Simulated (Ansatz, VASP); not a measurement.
## Mo2H2CO2 (Mo2C(OH)2 MXene monolayer) in two plane-wave programs

Wanted: the spread between two codes on one cell, functional and k mesh. The structure shown is the start of the Ansatz relaxation below; VASP solves that cell, so the two are compared at the walk's first step.

Program: Ansatz 0.2.0. Level of theory: plane waves, with VASP 6.6.1 beside it; single point at PBE with D4. Results are calculated unless marked as measured.

## (1) The starting structure

The cell holds 7 atoms: 2 H, 2 O, 2 Mo and 1 C. Its edges and angles: a = 3.025 Å, b = 3.025 Å, c = 43.979 Å, α = 90.0°, β = 90.0°, γ = 120.0°. Vacuum lies along c.

## (2) Ansatz: relaxation, PBE with D4

Ansatz runs on its default PAW (the set named soft_2) files.

The two programs are compared at the cell with which this relaxation starts, whose forces are those of its first step.

File input.yaml:

```yaml
crystal:
  lattice:
    - [3.024736, 0.0, 0.0]
    - [-1.512368, 2.6194982157, 0.0]
    - [0.0, 0.0, 43.9790393164]
  atoms:
    - { symbol: H, position: [0.3333333333, 0.6666666667, 0.4263394629] }
    - { symbol: O, position: [0.3333333333, 0.6666666667, 0.4486228055] }
    - { symbol: Mo, position: [0.6666666667, 0.3333333333, 0.4728625214] }
    - { symbol: C, position: [0.0, 0.0, 0.5] }
    - { symbol: Mo, position: [0.3333333333, 0.6666666667, 0.5271374786] }
    - { symbol: O, position: [0.6666666667, 0.3333333333, 0.5513771945] }
    - { symbol: H, position: [0.6666666667, 0.3333333333, 0.5736605371] }
  periodic: [true, true, false]
kpoints:
  mp_grid: { grid: [12, 12, 1] }
hamiltonian:
  xc: pbe
  dispersion: d4
scf:
  occupations: { method: fermi_dirac, width: 0.05 }
  convergence: { dr2_threshold: 1.0e-09 }
relax:
  f_tol: 0.004
  max_steps: 90
  cell: {}
output:
  write_potential: true
  write_density: true
  volumetric_format: npy
```

The run is started by

```sh
$ ansatz run input.yaml --threads 4 --pin off --max-ram 6144MiB --backend cpu --events-out ev --progress --plain --runs-dir out
```

Numbers of over 12 decimals in the logs are rounded to 6 here.

What it wrote:

```text
Warning: relax.cell: scf.convergence.dr2_threshold = 1e-9 eV is looser than the 2.57771121063e-10 eV advised for a relaxation that steers and ends on the stress (1e-10 eV for each atom of the cell: 7, times the square of relax.cell.stress_2d_tol = 0.05 N/m over 16.5 Å (the atoms' height at the walk's start and 5 Å past either face), 3.034e-2 GPa, over a crystal's default 0.05). What an SCF threshold leaves in a stress goes as its square root, and in the free energy as the threshold itself, and one threshold admits the most on a small cell: [figures from the program's tests cut] Set scf.convergence.dr2_threshold to 2.57771121063e-10 eV or tighter. [rest of the remark cut]
Engine: ansatz 0.2.0, x86_64-unknown-linux-gnu
Pseudopotentials: kind: paw
Pseudopotential: H, paw, valence charge 1, recommended cutoff 420 eV (normal), H.paw.azcp
Pseudopotential: O, paw, valence charge 6, recommended cutoff 420 eV (normal), O.paw.azcp
Pseudopotential: Mo, paw, valence charge 14, recommended cutoff 420 eV (normal), Mo.paw.azcp
Pseudopotential: C, paw, valence charge 4, recommended cutoff 420 eV (normal), C.paw.azcp
Functional definition: PBE
  parameter kappa = 0.804
  parameter beta = 0.066725
  exchange = pbe_x(kappa = kappa, mu = beta*pi^2/3)
  correlation = pbe_c(beta = beta)
Crystal: 7 atoms, lattice volume = 348.459 Å³
Basis set: ecut = 420 eV, 6687 PW (Γ), exchange–correlation on 48×48×600 points (8 copies of the dense FFT grid, shifted against one another)
Bands: 30, of which v1, the nominal top of the filled ones, is band 23 counted from 1 (22 counted from 0)
Symmetry: 12 space group operations
Space group: P-3m1 (ITA 164), of the structure as read, at distance tolerance 7.0e-5 Å
k-points: 19 of 144
Non-local potential: H, projectors of the file, l = 0: 2, l = 1: 1
Non-local potential: O, projectors of the file, l = 0: 2, l = 1: 2, l = 2: 1
Non-local potential: Mo, projectors of the file, l = 0: 3, l = 1: 2, l = 2: 2, l = 3: 1
Non-local potential: C, projectors of the file, l = 0: 2, l = 1: 2, l = 2: 1
PAW form: soft (Blöchl's): semilocal exchange-correlation on the pseudo side does not see the compensation charge
PAW one-centre angular grid: H, 110 points (default); XC on 64 Gauss nodes
PAW one-centre angular grid: O, 110 points (default); XC on 64 Gauss nodes
PAW one-centre angular grid: Mo, 590 points (default); XC on 64 Gauss nodes
PAW one-centre angular grid: C, 110 points (default); XC on 64 Gauss nodes
Initial density: superposition of atomic densities (neutral atoms: chi_scale 0, normalization atom), corrected by the library's trained network
Initial wavefunctions: pseudopotential atomic-orbital guess
Functional: x = pbe(κ = 0.804, μ = 0.219515), c = pbe(β = 0.066725)
SCF iter   1: F=—  HF=-11328.306442 eV  |F-HF|=—  |Δ(HF+E_count)|=         —  Δρ=4.97e-3  dr2=7.03e-1  ethr=1.77e-3  ⟨swp⟩=13.3  Hψ=4272  notcnv=0
preconditioner: auto → LDOS  [metal: Δε(μ)=0.032 eV  Ē_g=10.758 eV  σ=0.050 eV  W_gap=0.16  n_scr=26 (ndim 8)  ℏωp=10.9 eV  f_vac=0.791  D(μ)=6.52/eV (n_scr^D=24)  β→1.0]
SCF iter   2: F=—  HF=-11328.264198 eV  |F-HF|=—  |Δ(HF+E_count)|=   4.22e-2  Δρ=2.17e-3  dr2=1.92e-1  ethr=1.53e-3  ⟨swp⟩=2.8  Hψ=859  notcnv=0  defer=2
SCF iter   3: F=—  HF=-11328.251250 eV  |F-HF|=—  |Δ(HF+E_count)|=   1.29e-2  Δρ=1.70e-3  dr2=3.15e-2  ethr=4.16e-4  ⟨swp⟩=3.7  Hψ=831  notcnv=0  defer=2
SCF iter   4: F=—  HF=-11328.249035 eV  |F-HF|=—  |Δ(HF+E_count)|=   2.22e-3  Δρ=4.42e-4  dr2=1.13e-3  ethr=6.84e-5  ⟨swp⟩=3.4  Hψ=1007  notcnv=0  defer=2
SCF iter   5: F=—  HF=-11328.249190 eV  |F-HF|=—  |Δ(HF+E_count)|=   1.55e-4  Δρ=1.06e-4  dr2=5.72e-5  ethr=2.46e-6  ⟨swp⟩=3.3  Hψ=1278  notcnv=0  defer=2
SCF iter   6: F=—  HF=-11328.249294 eV  |F-HF|=—  |Δ(HF+E_count)|=   1.04e-4  Δρ=5.62e-5  dr2=1.87e-5  ethr=1.24e-7  ⟨swp⟩=3.6  Hψ=1277  notcnv=0  defer=2
SCF iter   7: F=—  HF=-11328.249300 eV  |F-HF|=—  |Δ(HF+E_count)|=   6.07e-6  Δρ=3.56e-5  dr2=4.71e-6  ethr=4.06e-8  ⟨swp⟩=3.1  Hψ=1102  notcnv=0  defer=2
SCF iter   8: F=—  HF=-11328.249296 eV  |F-HF|=—  |Δ(HF+E_count)|=   4.29e-6  Δρ=1.40e-5  dr2=2.30e-6  ethr=1.02e-8  ⟨swp⟩=2.9  Hψ=1004  notcnv=0  defer=2
SCF iter   9: F=—  HF=-11328.249275 eV  |F-HF|=—  |Δ(HF+E_count)|=   2.09e-5  Δρ=4.28e-6  dr2=1.13e-7  ethr=5.00e-9  ⟨swp⟩=3.1  Hψ=911  notcnv=0  defer=2
[...]
SCF iter   2: F=—  HF=-11329.774242 eV  |F-HF|=—  |Δ(HF+E_count)|=   1.73e-5  Δρ=9.47e-5  dr2=3.98e-5  ethr=4.60e-7  ⟨swp⟩=3.4  Hψ=1141  notcnv=0
SCF iter   3: F=—  HF=-11329.774183 eV  |F-HF|=—  |Δ(HF+E_count)|=   5.90e-5  Δρ=2.39e-5  dr2=3.11e-6  ethr=8.65e-8  ⟨swp⟩=3.3  Hψ=1169  notcnv=0
SCF iter   4: F=—  HF=-11329.774146 eV  |F-HF|=—  |Δ(HF+E_count)|=   3.78e-5  Δρ=5.38e-6  dr2=2.74e-7  ethr=6.75e-9  ⟨swp⟩=3.1  Hψ=1118  notcnv=0
SCF iter   5: F=—  HF=-11329.774146 eV  |F-HF|=—  |Δ(HF+E_count)|=   5.86e-8  Δρ=2.67e-6  dr2=8.88e-8  ethr=5.95e-10  ⟨swp⟩=3.9  Hψ=1342  notcnv=0
SCF iter   6: F=—  HF=-11329.774146 eV  |F-HF|=—  |Δ(HF+E_count)|=   1.24e-8  Δρ=6.10e-7  dr2=5.51e-9  ethr=1.93e-10  ⟨swp⟩=2.7  Hψ=913  notcnv=0
SCF iter   7: F=-11329.774146 eV  HF=-11329.774146 eV  |F-HF|=5.64e-11  |Δ(HF+E_count)|=   3.34e-9  Δρ=2.18e-7  dr2=8.45e-10  ethr=2.17e-12  ⟨swp⟩=12.8  Hψ=4810  notcnv=0
SCF 11 converged in 7 iterations: F = -11329.774146 eV  dr2 = 8.45e-10
relax step  11: F+E_penalty+E_count = -11329.77414574 eV  Δ(F+E_penalty+E_count) = -7.009e-4 eV  max|allowed force component| = 8.162e-4 eV/Å  Δτ_max = 0.0030 Å  P = -0.010 N/m  Ω = 326.600 Å³  energy of the carried Pulay correction = +5.521e-4 eV  fix = [c, alpha, beta]  reactions: c -0.000 N/m  (7 SCF iters, accepted)
iter 1 solved again at ethr=6.71e-8 eV; its pass at ethr=3.10e-3 eV (dr2=3.09e-5 eV) is discarded
SCF iter   1: F=—  HF=-11329.773725 eV  |F-HF|=—  |Δ(HF+E_count)|=         —  Δρ=8.07e-6  dr2=3.02e-8  ethr=6.71e-8  ⟨swp⟩=7.0  Hψ=7195  notcnv=0
preconditioner: auto → LDOS  [metal: Δε(μ)=0.035 eV  Ē_g=9.997 eV  σ=0.050 eV  W_gap=0.17  n_scr=26 (ndim 8)  ℏωp=11.3 eV  f_vac=0.781  D(μ)=3.55/eV (n_scr^D=18)  β→1.0]
SCF iter   2: F=—  HF=-11329.773635 eV  |F-HF|=—  |Δ(HF+E_count)|=   8.95e-5  Δρ=2.12e-6  dr2=9.66e-9  ethr=6.55e-11  ⟨swp⟩=4.8  Hψ=1903  notcnv=0
SCF iter   3: F=-11329.773635 eV  HF=-11329.773635 eV  |F-HF|=1.73e-9  |Δ(HF+E_count)|=  1.82e-11  Δρ=5.67e-7  dr2=9.71e-10  ethr=2.17e-12  ⟨swp⟩=17.7  Hψ=6094  notcnv=0
SCF 12 converged in 3 iterations: F = -11329.773635 eV  dr2 = 9.71e-10
relax step  12: F+E_penalty+E_count = -11329.77363541 eV  Δ(F+E_penalty+E_count) = +5.103e-4 eV  max|allowed force component| = 6.177e-4 eV/Å  Δτ_max = 0.0000 Å  P = -0.019 N/m  Ω = 326.600 Å³  fix = [c, alpha, beta]  reactions: c -0.000 N/m  stress off target by 1.89e-2 N/m on what of the cell is left free  SCF on the basis re-selected at this cell (its energy is not comparable with the rows above)  (3 SCF iters)
basis re-selected at this cell: Δ(F+E_penalty+E_count) = +5.103e-4 eV, ΔP = -0.009 N/m vs the last step (what re-selecting the basis moved, of the pressure what is left beyond the Pulay correction that the steps carried, after the strain that the cell walked since its last selection, with what the two solves' SCF thresholds leave and, on support functions, any second-order correction that the steps lacked; it is no m [...]
WARN: The output density's exchange-correlation potential varies sharply where the density is thin. Do not read a vacuum level from v_tot or v_xc, or from such a field of the output density. On a cell that repeats whose density bears no net charge and no dipole along the vacuum's axis use v_es (v_loc + v_h of the components); under efield.dipole_correction with no amplitude use v_es + v_field, which holds any externa [...]
SCF converged after 3 iterations
Free energy (F): -11329.773635 eV
Harris-Foulkes:  -11329.773635 eV  (|F-HF|=1.73e-9)
Internal energy: -11329.745077 eV  (E = F + TS)
E sigma→0 (E₀):  -11329.759356 eV
Entropy (-TS):   -0.028559 eV (-4.080 meV/atom)
Fermi energy:    -2.155499 eV
--- Per-component energies (eV) ---
  E_band       = -1022.877653
  E_kinetic    = 1353.927541
  E_local      = -228592.428029  (includes V_loc(G=0)·N_el)
  E_nonlocal   = 412.975932
  E_hartree    = 113449.437876
  E_xc         = -580.158505
  E_vxc        = -728.682099  (∫ρ·V_xc dr)
  E_paw        = -6819.453896  (= ΣΔE_a)
  E_vpaw       = -367.557830  (= ΣTr[D̂ρ^β])
  E_aug_tail   = 0.002638  (compensation charges beyond the density's cutoff)
  E_ewald      = 109447.488576
  E_disp       = -1.537210  (pairwise vdW)
  E_smearing   = -0.028559  (= −TS)
  E_closure    = -0.000000  (closes the sum)
  Σ components = -11329.773635   (vs F -11329.773635, Δ=0.00e0)
--- Forces (eV/Å), atoms counted from 1 ---
  atom   1  H      0.00000000     0.00000000    -0.00038480
  atom   2  O      0.00000000     0.00000000    -0.00061769
  atom   3  Mo     0.00000000     0.00000000     0.00049651
  atom   4  C      0.00000000     0.00000000     0.00000000
  atom   5  Mo    -0.00000000    -0.00000000    -0.00049651
  atom   6  O      0.00000000    -0.00000000     0.00061769
  atom   7  H     -0.00000000    -0.00000000     0.00038480
  max |Σ_I F_I| component: 9.25e-18 eV/Å
--- 2D stress c σ (N/m, compression-positive) ---
       -0.018861       0.000000      -0.000000
        0.000000      -0.018861       0.000000
       -0.000000       0.000000      -0.000000
  P = ½ c Tr σ = -0.0189 N/m
--- Band table (eV; the first three rows and the last of 19) ---
  k-point 0: bands = [... 19 lower, -5.3512, -5.3512, -3.7712, -3.7712, -2.0893, -2.0817, -2.0518, -2.0518, ... 3 higher]
  k-point 1: bands = [... 19 lower, -5.5147, -5.1615, -3.9286, -3.5939, -2.3255, -2.1225, -1.9850, -1.8606, ... 3 higher]
  k-point 2: bands = [... 19 lower, -5.7934, -5.1435, -4.0425, -3.1311, -2.5475, -2.1824, -1.7914, -1.3610, ... 3 higher]
  k-point 18: bands = [... 19 lower, -7.5973, -3.1560, -2.4163, -2.4163, -1.7953, -1.3137, -1.3137, 1.1217, ... 3 higher]
  the weakly bound empty levels are not read free of the cell's end (no_gap_told)
--- Relaxed structure (10 steps of the walk, 9 accepted, 2 SCFs on fresh bases) ---
  F+E_penalty+E_count = -11329.77363541 eV   max|allowed force component| = 6.177e-4 eV/Å   (the final SCF, on the basis selected at the relaxed cell)
  cell:  # Å, volume = 326.6002 Å³
    - [2.928330, 0.0, 0]
    - [-1.464165, 2.536008, 0]
    - [0, 0, 43.9790393164]
  atoms:
    - { symbol: H, position: [0.333333, 0.666667, 0.415539] }
    - { symbol: O, position: [0.333333, 0.666667, 0.437807] }
    - { symbol: Mo, position: [0.666667, 0.333333, 0.470689] }
    - { symbol: C, position: [0, 0, 0.5] }
    - { symbol: Mo, position: [0.333333, 0.666667, 0.529311] }
    - { symbol: O, position: [0.666667, 0.333333, 0.562193] }
    - { symbol: H, position: [0.666667, 0.333333, 0.584461] }
```

The column dr2 measures how far the density is from self-consistency, as an energy; F and HF (Harris–Foulkes) agree once it is small.

(Continued in part 2 of 2.)

[Lines on the potential files, build, host, timing and source positions are cut from VASP's logs without a mark.]

[Logs are printed without paths, hosts, clocks, repeated set-up lines and the standing remarks that a program may print on its own settings, such as how far it seeks lower states.]

[Hosts, paths, dates, database ids (printed as entryN), source tags and the programs' standing remarks are cut or masked in the printed files.]
